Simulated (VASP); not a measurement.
# NiO: what each functional gives, and what it costs, part 4 of 6

Aim: the band gap of NiO at many levels of theory on one cell, with the cost of each. The start is a cell from a database of measured crystal structures.

VASP 6.6.1, plane waves and PAW; the level of theory is named at each step.

So far. Step 4 (Magnetic order: antiferromagnetic, q = (1/2, 1/2, 0)): The energy lies +7.4 meV an atom from the first pattern. The run ends antiferromagnetic with a largest moment of 1.77 μB, and the mesh shows a gap of 1.51 eV. Step 5 (The orders side by side): The session goes on in the lowest magnetic state found: antiferromagnetic, q = (0, 0, 1/2). The next one lies 64.7 meV an atom higher. The search used PBE + U; the runs below name their own level.

### Step 6. Bands with LDA

This step: LDA, spin-polarised from an antiferromagnetic start; plane waves and PAW (Ni, O) (VASP 6.6.1).

The mesh alone shows little of the dispersion and can miss band extrema, so KPOINTS_OPT adds a path through the symmetry points after the self-consistent cycle. LDA, the lowest rung, knows the local density alone.

INCAR

```
SYSTEM = NiO
PREC = Accurate
ENCUT = 520
EDIFF = 1E-06
NELM = 100
ISMEAR = 0
SIGMA = 0.02
LREAL = .FALSE.
ALGO = Normal
GGA = CA
NBANDS = 32
ISPIN = 2
MAGMOM = 1.64 -1.64 0 0
LASPH = .TRUE.
LMAXMIX = 4
LORBIT = 11
LWAVE = .FALSE.
LCHARG = .FALSE.
KPAR = 8
```

POSCAR

```
NiO
1.0
    0.0000000000      2.0859016414      2.0859016414
    2.0859016414      0.0000000000      2.0859016414
    4.1718032828      4.1718032828      0.0000000000
Ni O
2 2
Direct
    0.0000000000      0.0000000000      0.0000000000
    0.0000000000      0.0000000000      0.5000000000
    0.5000000000      0.5000000000      0.2500000000
    0.5000000000      0.5000000000      0.7500000000
```

KPOINTS

```
Automatic mesh
0
Gamma
6 6 6
0 0 0
```

KPOINTS_OPT

```
Line mode
16
Line-mode
Reciprocal
  0.00000000   0.00000000   0.00000000 GAMMA
  0.00000000   0.50000000   0.50000000 L

  0.00000000   0.50000000   0.50000000 L
 -0.37500000   0.31250000   0.12500000 B1

 -0.31250000   0.31250000   0.50000000 B
  0.00000000   0.00000000   0.50000000 Z

  0.00000000   0.00000000   0.50000000 Z
  0.00000000   0.00000000   0.00000000 GAMMA

  0.00000000   0.00000000   0.00000000 GAMMA
 -0.34375000   0.34375000   0.00000000 X

 -0.34375000   0.31250000   0.31250000 Q
 -0.50000000   0.00000000   0.00000000 F

 -0.50000000   0.00000000   0.00000000 F
 -0.46875000   0.00000000   0.18750000 P1

 -0.46875000   0.00000000   0.18750000 P1
  0.00000000   0.00000000   0.50000000 Z

  0.00000000   0.50000000   0.50000000 L
  0.00000000   0.46875000   0.81250000 P
```

Potentials, in the order of the species: Ni and O (PBE family, release 64).

The run is started by

```
$ mpirun -np 8 vasp_std
```

The log of the run:

```text
[banner, memory and clock lines left out]
running    8 mpi-ranks, on    1 nodes
 distrk:  each k-point on    1 cores,    8 groups
 distr:  one band on    1 cores,    1 groups

 POSCAR found type information on POSCAR NiO
 POSCAR found :  2 types and       4 ions
 [... a notice as in an earlier step ...]

|                                                                             |
|               ----> ADVICE to this user running VASP <----                  |
|                                                                             |
|     You enforced a specific xc type in the INCAR file but a different       |
|     [... a line on the potential file left out ...]
|     I HOPE YOU KNOW WHAT YOU ARE DOING!                                     |
|                                                                             |

 LDA part: xc-table for (Slater(with rela. corr.)+CA(PZ))
 , standard interpolation
 POSCAR, INCAR and KPOINTS ok, starting setup
 FFT: planning ... GRIDC
 FFT: planning ... GRID_SOFT
 FFT: planning ... GRID
 WAVECAR not read
 entering main loop
       N       E                     dE             d eps       ncg     rms          rms(c)
DAV:   1     0.243983410946E+03    0.24398E+03   -0.13782E+04  4376   0.131E+03
DAV:   2    -0.784394850242E+01   -0.25183E+03   -0.22321E+03  4216   0.311E+02
DAV:   3    -0.310148241729E+02   -0.23171E+02   -0.21419E+02  4744   0.979E+01
DAV:   4    -0.314311454352E+02   -0.41632E+00   -0.41477E+00  4744   0.133E+01
DAV:   5    -0.314409005967E+02   -0.97552E-02   -0.97535E-02  5248   0.199E+00    0.201E+01
DAV:   6    -0.292788151401E+02    0.21621E+01   -0.13081E+01  5552   0.710E+01    0.232E+01
DAV:   7    -0.270347440770E+02    0.22441E+01   -0.37676E+00  4864   0.561E+01    0.832E+00
DAV:   8    -0.269862623514E+02    0.48482E-01   -0.61209E-01  4984   0.651E+00    0.467E+00
DAV:   9    -0.269632255834E+02    0.23037E-01   -0.29856E-02  6928   0.260E+00    0.965E-01
DAV:  10    -0.269632430356E+02   -0.17452E-04   -0.10566E-02  5344   0.170E+00    0.326E-01
DAV:  11    -0.269628913459E+02    0.35169E-03   -0.13824E-03  6512   0.722E-01    0.725E-02
DAV:  12    -0.269629498610E+02   -0.58515E-04   -0.46232E-04  5800   0.165E-01    0.444E-02
DAV:  13    -0.269629468924E+02    0.29686E-05   -0.18844E-05  5000   0.371E-02    0.275E-02
DAV:  14    -0.269629460391E+02    0.85328E-06   -0.21364E-06  4816   0.240E-02
   1 F= -.26962946E+02 E0= -.26962946E+02  d E =-.113584E-23  mag=     0.0000
 Start KPOINTS_OPT (optional k-point list driver)
k-point batch [1-32\144]
       N       E                     dE             ncg
DAV:   1     0.108513316156E+05   -0.22321E+05     4416
DAV:   2     0.318429645625E+04   -0.76670E+04     4288
DAV:   3     0.248279358870E+04   -0.70150E+03     4624
DAV:   4     0.247031495283E+04   -0.12479E+02     4976
DAV:   5     0.247000400761E+04   -0.31095E+00     5240
DAV:   6     0.246998972125E+04   -0.14286E-01     5872
DAV:   7     0.246998955117E+04   -0.17007E-03     5240
DAV:   8     0.246998954924E+04   -0.19386E-05     3416
DAV:   9     0.246998954904E+04   -0.19561E-06     3352
[...]
k-point batch [129-144\144]
       N       E                     dE             ncg
DAV:   1     0.185318180580E+05   -0.15906E+05     2168
DAV:   2     0.146100293975E+05   -0.39218E+04     2136
DAV:   3     0.142376612384E+05   -0.37237E+03     2264
DAV:   4     0.142307267626E+05   -0.69345E+01     2520
DAV:   5     0.142305537564E+05   -0.17301E+00     2648
DAV:   6     0.142305470272E+05   -0.67292E-02     2952
DAV:   7     0.142305469676E+05   -0.59573E-04     2592
DAV:   8     0.142305469659E+05   -0.17214E-05     1752
DAV:   9     0.142305469658E+05   -0.48964E-07     1648
```

Elapsed: 30 s, on 8 MPI ranks of Intel Xeon Platinum 8259CL at 2.50GHz (Skylake/Cascade Lake), shared host; peak memory 2 GiB; 3.9 min of CPU time.

OUTCAR, selected parts (step 6):

```text
   k-points           NKPTS =     32   k-points in BZ     NKDIM =     32   number of bands    NBANDS=     32

   NELECT =      32.0000    total number of electrons

 E-fermi :   7.3079

 spin component 1
 k-point     1 :       0.0000    0.0000    0.0000
  band No.  band energies     occupation
    ...
     12       5.5774      1.00000
     13       5.5774      1.00000
     14       6.5157      1.00000
     15       6.5157      1.00000
     16       6.8368      1.00000
     17       8.8401      0.00000
     18       8.8401      0.00000
     19       9.2199      0.00000
     20      13.1031      0.00000
     21      17.5511      0.00000
    ...

 k-point     2 :       0.1667    0.0000    0.0000
  band No.  band energies     occupation
    ...
     12       6.2942      1.00000
     13       6.3183      1.00000
     14       6.6147      1.00000
     15       6.8737      1.00000
     16       6.8900      1.00000
     17       8.2486      0.00000
     18       8.3244      0.00000
     19      10.7643      0.00000
     20      14.4881      0.00000
     21      17.2432      0.00000
    ...

  Total       -3.8334048     -3.8334048     -3.8334048     -0.0838684      0.0838684      0.0838684
  in kB     -169.1818595   -169.1818595   -169.1818595     -3.7014103      3.7014103      3.7014103
  external PRESSURE =    -169.1818595 kB  Pullay stress =       0.0000000 kB

 POSITION                                       TOTAL-FORCE (eV/Angst)
 -----------------------------------------------------------------------------------
      0.00000      0.00000      0.00000        -0.000000     -0.000000      0.000000
      2.08590      2.08590      0.00000        -0.000000     -0.000000      0.000000
      2.08590      2.08590      2.08590         0.000000      0.000000     -0.000000
      4.17180      4.17180      2.08590        -0.000000     -0.000000     -0.000000
 -----------------------------------------------------------------------------------
    total drift:                                0.000000     -0.000000     -0.000000

  FREE ENERGIE OF THE ION-ELECTRON SYSTEM (eV)
  ---------------------------------------------------
  free  energy   TOTEN  =       -26.9629460391 eV

  energy  without entropy=      -26.9629460391  energy(sigma->0) =      -26.96294604

 magnetization (x)
# of ion       s       p       d       tot
------------------------------------------
    1       -0.010  -0.012   1.155   1.133
    2        0.010   0.012  -1.155  -1.133
    3        0.000   0.000   0.000   0.000
    4        0.000   0.000   0.000   0.000
--------------------------------------------------
tot          0.000   0.000   0.000   0.000

[... 6 parts as in an earlier step ...]

[... 10 further parts left out ...]
```

The magnetic order is the lowest of the few collinear ones tried above; longer or canted patterns were not tried. The cell is doubled for it, so bands and modes from the zone boundary of the chemical cell fold onto Γ and the labels are those of the larger cell. The PAW data sets were made with PBE, though LDA sets exist; this is a small mismatch. At this level the cell is under a tension of 16.9 GPa, so at these settings it is away from equilibrium.

This step gave:

```
SCF cycles                        : 14
bands                             : 32
irreducible k-points              : 32
symmetry operations               : 12
free energy (TOTEN)               : -26.96 eV
Fermi energy                      : 7.308 eV
pressure                          : -16.92 GPa
least gap on mesh and path        : 0.4580 eV
least direct gap on mesh and path : 0.7152 eV
valence top at k                  : -0.1667, 0, 0.1667
conduction bottom at k            : -0.1667, -0.1667, 0.1667
least direct gap at k             : 0.3333, 0.3333, 0.1667
```

Both spin channels agree. Electronic bands along the path, in eV, zero at the valence-band top; v1 is the highest filled band, c1 the lowest empty one:

```csv
point,v4,v3,v2,v1,c1,c2,c3,c4
Γ,-1.59,-0.66,-0.66,-0.33,1.67,1.67,2.05,5.93
0.53 of the way,-0.87,-0.51,-0.27,-0.24,0.73,1.24,5.17,8.84
L,-0.35,-0.28,-0.25,-0.12,0.93,0.96,7.83,7.93
0.53 of the way,-0.65,-0.58,-0.21,-0.19,0.94,1.16,8.74,8.82
B1,-0.49,-0.41,-0.24,-0.14,0.99,1.07,8.78,8.90
jump to B,-0.49,-0.41,-0.24,-0.14,0.99,1.07,8.78,8.90
0.47 of the way,-0.68,-0.42,-0.29,-0.14,0.83,1.04,6.84,6.89
Z,-0.84,-0.69,-0.08,-0.08,0.97,0.97,4.66,4.76
0.47 of the way,-0.81,-0.66,-0.66,-0.52,1.37,1.37,3.14,5.73
Γ,-1.59,-0.66,-0.66,-0.33,1.67,1.67,2.05,5.93
0.47 of the way,-0.70,-0.66,-0.23,-0.22,0.90,1.19,5.15,9.21
X,-0.51,-0.44,-0.26,-0.15,1.03,1.07,8.89,9.10
jump to Q,-0.51,-0.44,-0.26,-0.15,1.03,1.07,8.89,9.10
0.53 of the way,-0.72,-0.41,-0.25,-0.20,1.23,1.56,6.87,7.21
F,-0.77,-0.49,-0.26,-0.13,1.69,1.74,5.94,6.58
0.47 of the way,-0.76,-0.49,-0.26,-0.13,1.66,1.67,6.06,6.63
P1,-0.76,-0.48,-0.26,-0.13,1.44,1.59,6.48,6.80
0.53 of the way,-0.88,-0.51,-0.31,-0.30,0.53,1.45,6.10,6.31
Z,-0.84,-0.69,-0.08,-0.08,0.97,0.97,4.66,4.76
jump to L,-0.35,-0.28,-0.25,-0.12,0.93,0.96,7.83,7.93
0.47 of the way,-0.54,-0.42,-0.27,-0.12,1.10,1.19,7.42,7.50
P,-0.76,-0.48,-0.26,-0.13,1.44,1.59,6.48,6.80
```

The largest weight of each band there:

```csv
point,v4,v3,v2,v1,c1,c2,c3,c4
Γ,Ni 0.97,Ni 0.99,Ni 0.99,Ni 0.91,Ni 0.68,Ni 0.68,Ni 0.60,Ni 0.75
L,Ni 0.80,Ni 1.00,Ni 0.72,Ni 0.95,Ni 0.82,Ni 0.86,Ni 0.64,Ni 0.64
B1,Ni 0.87,Ni 0.96,Ni 0.88,Ni 0.88,Ni 0.83,Ni 0.82,Ni 0.77,Ni 0.77
B,Ni 0.87,Ni 0.96,Ni 0.88,Ni 0.88,Ni 0.83,Ni 0.82,Ni 0.77,Ni 0.77
Z,Ni 0.99,Ni 0.91,Ni 0.61,Ni 0.61,Ni 0.74,Ni 0.74,O 0.51,O 0.51
Γ,Ni 0.97,Ni 0.99,Ni 0.99,Ni 0.91,Ni 0.68,Ni 0.68,Ni 0.60,Ni 0.75
```

Spin moment in the PAW sphere by atom:

```csv
atom,spin moment in the PAW sphere (μB)
Ni1,1.13
Ni2,-1.13
O3,0.00
O4,0.00
```

The gap is 0.46 eV, indirect.

### Step 7. Bands with PBEsol

This step: PBEsol, spin-polarised from an antiferromagnetic start; plane waves and PAW (Ni, O) (VASP 6.6.1).

PBEsol restores the gradient expansion of exchange and is tuned for the cells of solids.

INCAR: that of step 6 with these lines changed.

```diff
@@ -9,3 +9,3 @@
 ALGO = Normal
-GGA = CA
+GGA = PS
 NBANDS = 32
```

POSCAR is that of step 6.

KPOINTS is that of step 6.

KPOINTS_OPT is that of step 6.

The run is started by

```
$ mpirun -np 8 vasp_std
```

The log of the run:

```text
[banner, memory and clock lines left out]
running    8 mpi-ranks, on    1 nodes
 distrk:  each k-point on    1 cores,    8 groups
 distr:  one band on    1 cores,    1 groups

 POSCAR found type information on POSCAR NiO
 POSCAR found :  2 types and       4 ions
 [... a notice as in an earlier step ...]

 [... a notice as in an earlier step ...]

 LDA part: xc-table for (Slater+PW92), standard interpolation
 POSCAR, INCAR and KPOINTS ok, starting setup
 FFT: planning ... GRIDC
 FFT: planning ... GRID_SOFT
 FFT: planning ... GRID
 WAVECAR not read
 entering main loop
       N       E                     dE             d eps       ncg     rms          rms(c)
DAV:   1     0.246389965007E+03    0.24639E+03   -0.13791E+04  4376   0.132E+03
DAV:   2    -0.596922380949E+01   -0.25236E+03   -0.22364E+03  4216   0.312E+02
DAV:   3    -0.290399921530E+02   -0.23071E+02   -0.21347E+02  4728   0.977E+01
DAV:   4    -0.294512533979E+02   -0.41126E+00   -0.40979E+00  4760   0.132E+01
DAV:   5    -0.294608431169E+02   -0.95897E-02   -0.95881E-02  5264   0.198E+00    0.202E+01
DAV:   6    -0.270948411766E+02    0.23660E+01   -0.12819E+01  5584   0.705E+01    0.227E+01
DAV:   7    -0.253011579663E+02    0.17937E+01   -0.34013E+00  5096   0.532E+01    0.898E+00
DAV:   8    -0.252987916766E+02    0.23663E-02   -0.57806E-01  5040   0.622E+00    0.537E+00
DAV:   9    -0.252702114270E+02    0.28580E-01   -0.24887E-02  6856   0.337E+00    0.107E+00
DAV:  10    -0.252757523185E+02   -0.55409E-02   -0.15956E-02  5616   0.177E+00    0.403E-01
DAV:  11    -0.252751513900E+02    0.60093E-03   -0.16804E-03  6344   0.112E+00    0.800E-02
DAV:  12    -0.252752649581E+02   -0.11357E-03   -0.86498E-04  4712   0.177E-01    0.527E-02
DAV:  13    -0.252752633195E+02    0.16386E-05   -0.25497E-05  5656   0.413E-02    0.241E-02
DAV:  14    -0.252752654110E+02   -0.20915E-05   -0.55827E-06  4712   0.182E-02    0.861E-03
DAV:  15    -0.252752651937E+02    0.21731E-06   -0.79522E-07  2888   0.143E-02
   1 F= -.25275265E+02 E0= -.25275265E+02  d E =-.255403E-33  mag=     0.0000
 Start KPOINTS_OPT (optional k-point list driver)
k-point batch [1-32\144]
       N       E                     dE             ncg
DAV:   1     0.110714702798E+05   -0.22101E+05     4416
DAV:   2     0.338976271036E+04   -0.76817E+04     4280
DAV:   3     0.268675029475E+04   -0.70301E+03     4600
DAV:   4     0.267433306057E+04   -0.12417E+02     4952
DAV:   5     0.267402359834E+04   -0.30946E+00     5280
DAV:   6     0.267400942969E+04   -0.14169E-01     5800
DAV:   7     0.267400921756E+04   -0.21212E-03     5320
DAV:   8     0.267400921639E+04   -0.11767E-05     3384
DAV:   9     0.267400921629E+04   -0.94718E-07     3328
[...]
k-point batch [129-144\144]
       N       E                     dE             ncg
DAV:   1     0.186436403941E+05   -0.15794E+05     2168
DAV:   2     0.147132898857E+05   -0.39304E+04     2128
DAV:   3     0.143389758898E+05   -0.37431E+03     2280
DAV:   4     0.143320515144E+05   -0.69244E+01     2520
DAV:   5     0.143318777124E+05   -0.17380E+00     2632
DAV:   6     0.143318709189E+05   -0.67934E-02     2936
DAV:   7     0.143318708426E+05   -0.76310E-04     2624
DAV:   8     0.143318708403E+05   -0.23269E-05     1776
DAV:   9     0.143318708402E+05   -0.13780E-06     1664
```

Wall time 35 s (8 MPI ranks); peak memory 2.2 GiB.

OUTCAR, selected parts (step 7):

```text
   NELECT =      32.0000    total number of electrons

 E-fermi :   7.4893

 spin component 1
 k-point     1 :       0.0000    0.0000    0.0000
  band No.  band energies     occupation
    ...
     12       5.7574      1.00000
     13       5.7575      1.00000
     14       6.7292      1.00000
     15       6.7292      1.00000
     16       7.0237      1.00000
     17       9.2414      0.00000
     18       9.2415      0.00000
     19       9.4045      0.00000
     20      13.3119      0.00000
     21      17.9176      0.00000
    ...

 k-point     2 :       0.1667    0.0000    0.0000
  band No.  band energies     occupation
    ...
     12       6.4348      1.00000
     13       6.4795      1.00000
     14       6.7847      1.00000
     15       7.0660      1.00000
     16       7.1088      1.00000
     17       8.7053      0.00000
     18       8.7850      0.00000
     19      10.9955      0.00000
     20      14.7372      0.00000
     21      17.5934      0.00000
    ...

  Total       -1.7899963     -1.7899963     -1.7899963     -0.0736871      0.0736871      0.0736871
  in kB      -78.9989348    -78.9989348    -78.9989348     -3.2520767      3.2520767      3.2520767
  external PRESSURE =     -78.9989348 kB  Pullay stress =       0.0000000 kB

 POSITION                                       TOTAL-FORCE (eV/Angst)
 -----------------------------------------------------------------------------------
      0.00000      0.00000      0.00000         0.000000      0.000000     -0.000000
      2.08590      2.08590      0.00000        -0.000000     -0.000000     -0.000000
      2.08590      2.08590      2.08590         0.000000      0.000000      0.000000
      4.17180      4.17180      2.08590        -0.000000     -0.000000     -0.000000
 -----------------------------------------------------------------------------------
    total drift:                                0.000000     -0.000000     -0.000000

  FREE ENERGIE OF THE ION-ELECTRON SYSTEM (eV)
  ---------------------------------------------------
  free  energy   TOTEN  =       -25.2752651937 eV

  energy  without entropy=      -25.2752651937  energy(sigma->0) =      -25.27526519

 magnetization (x)
# of ion       s       p       d       tot
------------------------------------------
    1       -0.010  -0.014   1.307   1.283
    2        0.010   0.014  -1.307  -1.283
    3        0.000   0.000   0.000   0.000
    4        0.000   0.000   0.000   0.000
--------------------------------------------------
tot          0.000  -0.000   0.000  -0.000

[... 8 parts as in an earlier step ...]

[... 9 further parts left out ...]
```

The PAW data sets were made with PBE, which is usual practice but a small mismatch for other functionals. At this level the cell is under a tension of 7.9 GPa, so at these settings it is away from equilibrium.

This step gave:

- SCF cycles: 15
- free energy (TOTEN): -25.28 eV
- Fermi energy: 7.489 eV
- pressure: -7.900 GPa
- least gap on mesh and path: 0.7967 eV
- least direct gap on mesh and path: 1.027 eV

Both spin channels agree. Electronic bands along the path, in eV, zero at the valence-band top; v1 is the highest filled band, c1 the lowest empty one:

```csv
point,v4,v3,v2,v1,c1,c2,c3,c4
Γ,-1.57,-0.59,-0.59,-0.30,1.92,1.92,2.08,5.99
0.53 of the way,-0.83,-0.55,-0.22,-0.21,1.08,1.54,5.29,8.94
L,-0.47,-0.31,-0.24,-0.08,1.30,1.33,7.96,8.10
0.53 of the way,-0.69,-0.57,-0.17,-0.17,1.27,1.51,8.90,9.00
B1,-0.54,-0.39,-0.23,-0.13,1.35,1.43,8.92,9.05
jump to B,-0.54,-0.39,-0.23,-0.13,1.35,1.43,8.92,9.05
0.47 of the way,-0.68,-0.41,-0.25,-0.10,1.12,1.38,6.99,7.03
Z,-0.79,-0.65,-0.10,-0.10,1.33,1.33,4.74,4.86
0.47 of the way,-0.80,-0.57,-0.57,-0.48,1.65,1.65,3.21,5.81
Γ,-1.57,-0.59,-0.59,-0.30,1.92,1.92,2.08,5.99
0.47 of the way,-0.67,-0.63,-0.23,-0.20,1.21,1.53,5.26,9.32
X,-0.56,-0.41,-0.23,-0.14,1.38,1.43,9.06,9.20
jump to Q,-0.56,-0.41,-0.23,-0.14,1.38,1.43,9.06,9.20
0.53 of the way,-0.72,-0.36,-0.20,-0.17,1.52,1.86,6.95,7.38
F,-0.80,-0.43,-0.22,-0.10,1.96,2.03,5.99,6.74
0.47 of the way,-0.79,-0.43,-0.22,-0.10,1.94,1.96,6.12,6.79
P1,-0.79,-0.44,-0.23,-0.09,1.75,1.87,6.55,6.96
0.53 of the way,-0.86,-0.50,-0.27,-0.24,0.86,1.74,6.22,6.46
Z,-0.79,-0.65,-0.10,-0.10,1.33,1.33,4.74,4.86
jump to L,-0.47,-0.31,-0.24,-0.08,1.30,1.33,7.96,8.10
0.47 of the way,-0.54,-0.48,-0.23,-0.08,1.44,1.51,7.55,7.63
P,-0.79,-0.44,-0.23,-0.09,1.75,1.87,6.55,6.96
```

The largest weight of each band there:

```csv
point,v4,v3,v2,v1,c1,c2,c3,c4
Γ,Ni 0.94,Ni 0.98,Ni 0.98,Ni 0.91,Ni 0.69,Ni 0.69,Ni 0.61,Ni 0.75
L,Ni 0.78,Ni 0.70,Ni 0.99,Ni 0.95,Ni 0.83,Ni 0.87,Ni 0.64,Ni 0.64
B1,Ni 0.83,Ni 0.95,Ni 0.89,Ni 0.89,Ni 0.85,Ni 0.83,Ni 0.77,Ni 0.77
B,Ni 0.83,Ni 0.95,Ni 0.89,Ni 0.89,Ni 0.85,Ni 0.83,Ni 0.77,Ni 0.77
Z,Ni 0.98,Ni 0.91,Ni 0.57,Ni 0.57,Ni 0.75,Ni 0.75,O 0.51,O 0.52
Γ,Ni 0.94,Ni 0.98,Ni 0.98,Ni 0.91,Ni 0.69,Ni 0.69,Ni 0.61,Ni 0.75
```

Spin moment in the PAW sphere by atom:

```csv
atom,spin moment in the PAW sphere (μB)
Ni1,1.28
Ni2,-1.28
O3,0.00
O4,0.00
```

The gap is 0.80 eV, indirect. Against LDA that is +0.34 eV; the cost is about the same.

(Continued in part 5 of 6.)

[Lines on the potential files, build, host, timing and source positions are cut from VASP's logs without a mark.]

[Logs are printed without paths, hosts, clocks, repeated set-up lines and the standing remarks that a program may print on its own settings, such as how far it seeks lower states.]

[Hosts, paths, dates, database ids (printed as entryN), source tags and the programs' standing remarks are cut or masked in the printed files.]

[Measured values are set beside computed ones only where the two were judged alike; some that the calculation misses by far are left out.]

[In band tables of VASP the shares of atoms and orbitals are scaled to a sum of 1 inside the atoms' spheres.]
